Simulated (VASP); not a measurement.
# Mg2CdO3 (Cmc2_1) in VASP: further runs

The runs below take Mg2CdO3 through equation of state, with PBE.

Program: VASP 6.6.1. These are calculated values, not measurements. Logs are shortened: lines on timing, memory, paths and dates and some standing lists are left out, and cuts for length are marked.

**1. Starting point**

It takes space group Cmc2_1 (No. 36, orthorhombic). Conventional cell: a = 10.281 Å, b = 5.914 Å, c = 5.351 Å, α = 90.00°, β = 90.00°, γ = 90.00°. Around Mg (site symmetry 1) lie 4 O at 1.99 to 2.00 Å. Around Cd (site symmetry m) lie 4 O at 2.23 to 2.28 Å. Around O (site symmetry 1) lie 3 Mg at 1.99 to 2.00 Å and 1 Cd at 2.23 Å. Around O (site symmetry m) lie 2 Mg at 1.99 Å and 2 Cd at 2.24 to 2.28 Å.

The cell was built by a generator and needn't be a form met in nature.

**2. Equation of state, PBE, 13.56 Å³/atom**

INCAR reads:

```
PREC = Accurate ; ENCUT = 520
EDIFF = 1E-6 ; ISMEAR = 0
SIGMA = 0.03 ; LREAL = F
LASPH = T ; NELM = 100
ALGO = Normal ; ISIF = 4
LWAVE = F ; LCHARG = F
GGA = PE ; IBRION = 2
NSW = 30 ; EDIFFG = -0.02
KPAR = 4
```

KPOINTS reads:

```
regular mesh
0
Gamma
  6 6 6
```

POSCAR reads:

```
Mg2CdO3
1.0
    5.1406100000     -2.9572300000      0.0000000000
    5.1406100000      2.9572300000      0.0000000000
    0.0000000000      0.0000000000      5.3512300000
Mg Cd O
4 2 6
Direct
    0.8345410000      0.5066930000      0.0023540000
    0.1654590000      0.4933070000      0.5023540000
    0.5066930000      0.8345410000      0.5023540000
    0.4933070000      0.1654590000      0.0023540000
    0.1758390000      0.8241610000      0.9911660000
    0.8241610000      0.1758390000      0.4911660000
    0.5321230000      0.8334830000      0.8742560000
    0.1665170000      0.4678770000      0.8742560000
    0.1968350000      0.8031650000      0.4174100000
    0.8334830000      0.5321230000      0.3742560000
    0.4678770000      0.1665170000      0.3742560000
    0.8031650000      0.1968350000      0.9174100000
```

Potentials or basis: VASP PAW PBE potentials, release 64 (Mg, Cd, O).

Run with:

```bash
cat potpaw_PBE.64/Mg/POTCAR potpaw_PBE.64/Cd/POTCAR potpaw_PBE.64/O/POTCAR > POTCAR
mpirun -np 4 vasp_std > vasp.out
```

OUTCAR:

```text
PREC = Accurate
   ENCUT = 520
   EDIFF = 1E-6
   ISMEAR = 0
   LREAL = F
   LASPH = T
   NELM = 100
   ISIF = 4
   GGA = PE
   IBRION = 2
   NSW = 30
   EDIFFG = -0.02

 ion  position               nearest neighbor table
   1  0.835  0.507  0.002-   8 1.99   7 1.99  12 1.99  10 2.00   6 3.29   2 3.30   2 3.30   3 3.30
                             3 3.30   4 3.38   4 3.38   5 3.38   6 3.38   5 3.39   5 3.50   4 3.51
   2  0.165  0.493  0.502-  10 1.99  11 1.99   9 1.99   8 2.00   5 3.29   1 3.30   1 3.30   4 3.30
                             4 3.30   3 3.38   3 3.38   6 3.38   5 3.38   6 3.39   6 3.50   3 3.51
   3  0.507  0.835  0.502-  11 1.99  10 1.99   9 1.99   7 2.00   5 3.29   4 3.30   4 3.30   1 3.30
                             1 3.30   2 3.38   2 3.38   6 3.38   5 3.38   6 3.39   6 3.50   2 3.51
   4  0.493  0.165  0.002-   7 1.99   8 1.99  12 1.99  11 2.00   6 3.29   3 3.30   3 3.30   2 3.30
                             2 3.30   1 3.38   1 3.38   5 3.38   6 3.38   5 3.39   5 3.50   1 3.51
   5  0.176  0.824  0.991-   7 2.23   8 2.23  12 2.24   9 2.28   2 3.29   3 3.29   1 3.38   4 3.38
                             3 3.38   2 3.38   4 3.39   1 3.39   6 3.39   6 3.39   1 3.50   4 3.50
   6  0.824  0.176  0.491-  10 2.23  11 2.23   9 2.24  12 2.28   1 3.29   4 3.29   3 3.38   2 3.38
                             4 3.38   1 3.38   2 3.39   3 3.39   5 3.39   5 3.39   2 3.50   3 3.50
   7  0.532  0.833  0.874-   4 1.99   1 1.99   3 2.00   5 2.23
   8  0.167  0.468  0.874-   1 1.99   4 1.99   2 2.00   5 2.23
   9  0.197  0.803  0.417-   2 1.99   3 1.99   6 2.24   5 2.28
  10  0.833  0.532  0.374-   2 1.99   3 1.99   1 2.00   6 2.23
  11  0.468  0.167  0.374-   3 1.99   2 1.99   4 2.00   6 2.23
  12  0.803  0.197  0.917-   1 1.99   4 1.99   5 2.24   6 2.28

  LATTYP: Found a base centered orthorhombic cell.
 ALAT       =     5.9144600000
 B/A-ratio  =     1.7383193056
 C/A-ratio  =     0.9047706807

  Lattice vectors:

 A1 = (  -5.1406100000,  -2.9572300000,   0.0000000000)
 A2 = (   5.1406100000,  -2.9572300000,   0.0000000000)
 A3 = (   0.0000000000,   0.0000000000,   5.3512300000)

Analysis of symmetry for initial positions (statically):
=====================================================================
 Subroutine PRICEL returns:
 Original cell was already a primitive cell.

 Routine SETGRP: Setting up the symmetry group for a
 base centered orthorhombic supercell.

 Subroutine GETGRP returns: Found  4 space group operations
 (whereof  2 operations were pure point group operations)
 out of a pool of  8 trial point group operations.

The static configuration has the point symmetry C_1h.
 The point group associated with its full space group is C_2v.

Analysis of symmetry for dynamics (positions and initial velocities):
=====================================================================
 Subroutine PRICEL returns:
 Original cell was already a primitive cell.

 Routine SETGRP: Setting up the symmetry group for a
 base centered orthorhombic supercell.

 Subroutine GETGRP returns: Found  4 space group operations
 (whereof  2 operations were pure point group operations)
 out of a pool of  8 trial point group operations.

The dynamic configuration has the point symmetry C_1h.
 The point group associated with its full space group is C_2v.

 Subroutine INISYM returns: Found  4 space group operations
 (whereof  2 operations are pure point group operations),
 and found     1 'primitive' translations

----------------------------------------------------------------------------------------

                                     Primitive cell

  volume of cell :     162.6984

  direct lattice vectors                    reciprocal lattice vectors
     5.140610000 -2.957230000  0.000000000     0.097264722 -0.169077143  0.000000000
     5.140610000  2.957230000  0.000000000     0.097264722  0.169077143  0.000000000
     0.000000000  0.000000000  5.351230000     0.000000000  0.000000000  0.186872925

  length of vectors
     5.930521094  5.930521094  5.351230000     0.195057700  0.195057700  0.186872925

  position of ions in fractional coordinates (direct lattice)
     0.834541000  0.506693000  0.002354000
     0.165459000  0.493307000  0.502354000
     0.506693000  0.834541000  0.502354000
     0.493307000  0.165459000  0.002354000
     0.175839000  0.824161000  0.991166000
     0.824161000  0.175839000  0.491166000
     0.532123000  0.833483000  0.874256000
[... 37 lines left out ...]
     0.032509617  0.032509617  0.031145487

  Shift w.r.t. Gamma in fractional coordinates (k-lattice)
     0.000000000  0.000000000  0.000000000

 Subroutine IBZKPT returns following result:
 ===========================================

 Found     52 irreducible k-points:

 Following reciprocal coordinates:
            Coordinates               Weight
  0.000000  0.000000  0.000000      1.000000
  0.166667  0.000000  0.000000      4.000000
  0.333333  0.000000  0.000000      4.000000
  0.500000 -0.000000  0.000000      2.000000
  0.166667  0.166667  0.000000      2.000000
  0.333333  0.166667  0.000000      4.000000
[... 16 lines left out ...]
  0.333333  0.333333  0.166667      4.000000
  0.500000  0.333333  0.166667      8.000000
 [... further k-points ...]
   k-points           NKPTS =     52   k-points in BZ     NKDIM =     52   number of bands    NBANDS=     41
   number of dos      NEDOS =    301   number of ions     NIONS =     12
   total plane-waves  NPLWV =  92160
   dimension x,y,z NGX =    48 NGY =   48 NGZ =   40
   dimension x,y,z NGXF=    96 NGYF=   96 NGZF=   80
   ions per type =               4   2   6
   NGX,Y,Z   is equivalent  to a cutoff of  13.46, 13.46, 12.43 a.u.
   NGXF,Y,Z  is equivalent  to a cutoff of  26.91, 26.91, 24.85 a.u.
 SYSTEM =  unknown system
   PREC   = accura    normal or accurate (medium, high low for compatibility)
   ISTART =      0    job   : 0-new  1-cont  2-samecut
   ICHARG =      2    charge: 1-file 2-atom 10-const
   ISPIN  =      1    spin polarized calculation?
   LNONCOLLINEAR =      F non collinear calculations
   LSORBIT =      F    spin-orbit coupling
   LASPH  =      T    aspherical Exc in radial PAW
   ENCUT  =  520.0 eV  38.22 Ry    6.18 a.u.  11.03 11.03  9.95*2*pi/ulx,y,z
   NELM   =    100;   NELMIN=  2; NELMDL= -5     # of ELM steps
   EDIFF  = 0.1E-05   stopping-criterion for ELM
   LREAL  =      F    real-space projection
   EDIFFG = -.2E-01   stopping-criterion for IOM
   NSW    =     30    number of steps for IOM
   IBRION =      2    ionic relax: 0-MD 1-quasi-New 2-CG
   NFREE  =      1    steps in history (QN), initial steepest desc. (CG)
   ISIF   =      4    stress and relaxation
   ISYM   =      2    0-nonsym 1-usesym 2-fastsym
   POTIM  = 0.5000    time-step for ionic-motion
   TEBEG  =    0.0;   TEEND  =   0.0 temperature during run
   PSTRESS=    0.0 pullay stress
   NELECT =      68.0000    total number of electrons
   NUPDOWN=      -1.0000    fix difference up-down
   EMIN   =  10.00;   EMAX   =-10.00  energy-range for DOS
   EFERMI =   0.00;   METHOD = LEGACY
   ISMEAR =     0;   SIGMA  =   0.03  broadening in eV -4-tet -1-fermi 0-gaus
   EFERMI_NEDOS =   21; number of points for ismear=-14 and -15
   IALGO  =     38    algorithm
   IMIX   =      4    mixing-type and parameters
     AMIX     =   0.40;   BMIX     =  1.00
     AMIX_MAG =   1.60;   BMIX_MAG =  1.00
  volume/ion in A,a.u.               =      13.56        91.50
  Fermi-wavevector in a.u.,A,eV,Ry     =   1.224005  2.313035 20.384103  1.498189
  Thomas-Fermi vector in A             =   2.359096
   LORBIT       =      0    0 simple, 1 ext, 2 COOP (PROOUT), +10 PAW based schemes
   GGA     = PE    functional components
   LHFCALC =     F    Hartree Fock is set to
   AEXX    =    0.0000 exact exchange contribution
   IVDW    =     0    specifies the selected vdW correction
   LEPSILON=     F    determine dielectric tensor
   LRPA    =     F    only Hartree local field effects (RPA)
 conjugate gradient relaxation of ions
 non-spin polarized calculation
 Gauss-broadening in eV      SIGMA  =   0.03
  energy-cutoff  :      520.00
  volume of cell :      162.70
 maximum number of plane-waves:      4409
 NGX is ok and might be reduce to    48
   NGX = 23   NGY = 23   NGZ = 19

 number of electron      67.9999998 magnetization

 Free energy of the ion-electron system (eV)
  ---------------------------------------------------
  ext. energy  EPLUGINS =         0.00000000
  ---------------------------------------------------
  free energy    TOTEN  =       -62.57355175 eV

  energy without entropy =      -62.57355175  energy(sigma->0) =      -62.57355175

 E-fermi :   0.6155     XC(G=0):  -9.8500

 val. band max:        0.4866970441   @ k =   0.0000   0.0000   0.5000
 cond. band min:       2.3589841381   @ k =   0.0000   0.0000   0.0000
 fundamental gap:      1.8722870940
 Fermi energy:         0.6155154694

 k-point     1 :       0.0000    0.0000    0.0000
  band No.  band energies     occupation
      1     -15.6381      2.00000
      2     -15.1372      2.00000
      3     -15.0425      2.00000
      4     -15.0091      2.00000
      5     -15.0009      2.00000
      6     -15.0002      2.00000
[... 1045 lines left out ...]
     40       8.4873      0.00000
     41       8.8787      0.00000

 [... further k-points ...]

------------------------ aborting loop because EDIFF is reached ----------------------------------------

  FORCE on cell =-STRESS in cart. coord.  units (eV):
  Direction    XX          YY          ZZ          XY          YZ          ZX
  --------------------------------------------------------------------------------------
  -------------------------------------------------------------------------------------
  Total       -0.0038710     -0.0011827     -0.0011326      0.0000000      0.0000000      0.0000000
  in kB       -0.0381203     -0.0116466     -0.0111534      0.0000000      0.0000000      0.0000000
  external PRESSURE =      -0.0203068 kB  Pullay stress =       0.0000000 kB

 VOLUME and BASIS-vectors are now :
 -----------------------------------------------------------------------------
  energy-cutoff  :      520.00
  volume of cell :      162.70
      direct lattice vectors                 reciprocal lattice vectors
     5.140610000 -2.957230000  0.000000000     0.097264722 -0.169077143  0.000000000
     5.140610000  2.957230000  0.000000000     0.097264722  0.169077143  0.000000000
     0.000000000  0.000000000  5.351230000     0.000000000  0.000000000  0.186872925

 POSITION                                       TOTAL-FORCE (eV/Angst)
 -----------------------------------------------------------------------------------
      6.89476     -0.96952      0.01260        -0.000724     -0.003322      0.002705
      3.38646      0.96952      2.68821         0.000724      0.003322      0.002705
      6.89476      0.96952      2.68821        -0.000724      0.003322      0.002705
      3.38646     -0.96952      0.01260         0.000724     -0.003322      0.002705
      5.14061      1.91724      5.30396         0.000000     -0.002090      0.005146
      5.14061     -1.91724      2.62834         0.000000      0.002090      0.005146
      7.02005      0.89119      4.67834         0.001470     -0.004960     -0.001681
      3.26117      0.89119      4.67834        -0.001470     -0.004960     -0.001681
      5.14061      1.79306      2.23366         0.000000     -0.004940     -0.007195
      7.02005     -0.89119      2.00273         0.001470      0.004960     -0.001681
      3.26117     -0.89119      2.00273        -0.001470      0.004960     -0.001681
      5.14061     -1.79306      4.90927         0.000000      0.004940     -0.007195
 -----------------------------------------------------------------------------------
    total drift:                               -0.000000     -0.000000      0.000021

  FREE ENERGIE OF THE ION-ELECTRON SYSTEM (eV)
  ---------------------------------------------------
  free  energy   TOTEN  =       -62.5735517468 eV

  energy  without entropy=      -62.5735517468  energy(sigma->0) =      -62.57355175

 reached required accuracy - stopping structural energy minimisation
```

Run time: 72 s. Hardware: 4 MPI ranks of Intel Xeon 6975P-C (Granite Rapids), shared host; peak memory 0.49 GiB.

What came out:

* Free energy: -62.5736 eV
* Pressure: 0.0 GPa
* Largest force: 0.009 eV/Å
* Band gap on the k mesh: 1.87 eV, indirect (least direct gap 1.94 eV)

**3. Equation of state, PBE, 13.15 Å³/atom (volume scaled by 0.97)**

INCAR is that of step 2.

KPOINTS is that of step 2.

Changes to POSCAR since step 2:

```diff
@@ -2,5 +2,5 @@
 1.0
-    5.1406100000     -2.9572300000      0.0000000000
-    5.1406100000      2.9572300000      0.0000000000
-    0.0000000000      0.0000000000      5.3512300000
+    5.0886810961     -2.9273569475      0.0000000000
+    5.0886810961      2.9273569475      0.0000000000
+    0.0000000000      0.0000000000      5.2971734759
 Mg Cd O
```

Potentials or basis: VASP PAW PBE potentials, release 64 (Mg, Cd, O).

Run with:

```bash
cat potpaw_PBE.64/Mg/POTCAR potpaw_PBE.64/Cd/POTCAR potpaw_PBE.64/O/POTCAR > POTCAR
mpirun -np 4 vasp_std > vasp.out
```

It took 2.4 min on 4 MPI ranks of Intel Xeon 6975P-C (Granite Rapids), shared host; peak memory 0.5 GiB.

It converged, with:

```yaml
Free_energy: -62.5178 eV
Pressure: 3.5 GPa
Largest_force: 0.018 eV/Å
Band_gap_on_the_k_mesh: 1.94 eV, indirect (least direct gap 2.03 eV)
```

**4. Equation of state, PBE, 13.96 Å³/atom (volume scaled by 1.03)**

INCAR is that of step 3.

KPOINTS is that of step 3.

Changes to POSCAR since step 3:

```diff
@@ -2,5 +2,5 @@
 1.0
-    5.0886810961     -2.9273569475      0.0000000000
-    5.0886810961      2.9273569475      0.0000000000
-    0.0000000000      0.0000000000      5.2971734759
+    5.1915104390     -2.9865114093      0.0000000000
+    5.1915104390      2.9865114093      0.0000000000
+    0.0000000000      0.0000000000      5.4042159212
 Mg Cd O
```

Run with:

```bash
cat potpaw_PBE.64/Mg/POTCAR potpaw_PBE.64/Cd/POTCAR potpaw_PBE.64/O/POTCAR > POTCAR
mpirun -np 4 vasp_std > vasp.out
```

It took 2.4 min on 4 MPI ranks of Intel Xeon 6975P-C (Granite Rapids), shared host; peak memory 0.52 GiB.

Results (log left out):

```
Free energy            : -62.5309 eV
Pressure               : -3.0 GPa
Largest force          : 0.014 eV/Å
Band gap on the k mesh : 1.80 eV, indirect (least direct gap 1.85 eV)
```

**5. Equation of state, PBE, 12.74 Å³/atom (volume scaled by 0.94)**

INCAR is that of step 4.

KPOINTS is that of step 4.

Changes to POSCAR since step 4:

```diff
@@ -2,5 +2,5 @@
 1.0
-    5.1915104390     -2.9865114093      0.0000000000
-    5.1915104390      2.9865114093      0.0000000000
-    0.0000000000      0.0000000000      5.4042159212
+    5.0356701463     -2.8968614283      0.0000000000
+    5.0356701463      2.8968614283      0.0000000000
+    0.0000000000      0.0000000000      5.2419905725
 Mg Cd O
```

Run with:

```bash
cat potpaw_PBE.64/Mg/POTCAR potpaw_PBE.64/Cd/POTCAR potpaw_PBE.64/O/POTCAR > POTCAR
mpirun -np 4 vasp_std > vasp.out
```

Wall time 4.7 min (4 MPI ranks of Intel Xeon 6975P-C (Granite Rapids), shared host); peak memory 0.49 GiB.

The run converged. Its results:

- Free energy: -62.3488 eV
- Pressure: 7.5 GPa
- Largest force: 0.016 eV/Å
- Band gap on the k mesh: 1.99 eV, indirect (least direct gap 2.13 eV)

**6. Equation of state, PBE, 14.37 Å³/atom (volume scaled by 1.06)**

INCAR is that of step 5.

KPOINTS is that of step 5.

Changes to POSCAR since step 5:

```diff
@@ -2,5 +2,5 @@
 1.0
-    5.0356701463     -2.8968614283      0.0000000000
-    5.0356701463      2.8968614283      0.0000000000
-    0.0000000000      0.0000000000      5.2419905725
+    5.2414318711     -3.0152296269      0.0000000000
+    5.2414318711      3.0152296269      0.0000000000
+    0.0000000000      0.0000000000      5.4561827237
 Mg Cd O
```

Potentials or basis: VASP PAW PBE potentials, release 64 (Mg, Cd, O).

Run with:

```bash
cat potpaw_PBE.64/Mg/POTCAR potpaw_PBE.64/Cd/POTCAR potpaw_PBE.64/O/POTCAR > POTCAR
mpirun -np 4 vasp_std > vasp.out
```

Wall time 3.6 min (4 MPI ranks of Intel Xeon 6975P-C (Granite Rapids), shared host); peak memory 0.53 GiB.

The run converged. Its results:

* Free energy: -62.4041 eV
* Pressure: -5.5 GPa
* Largest force: 0.019 eV/Å
* Band gap on the k mesh: 1.74 eV, indirect (least direct gap 1.76 eV)
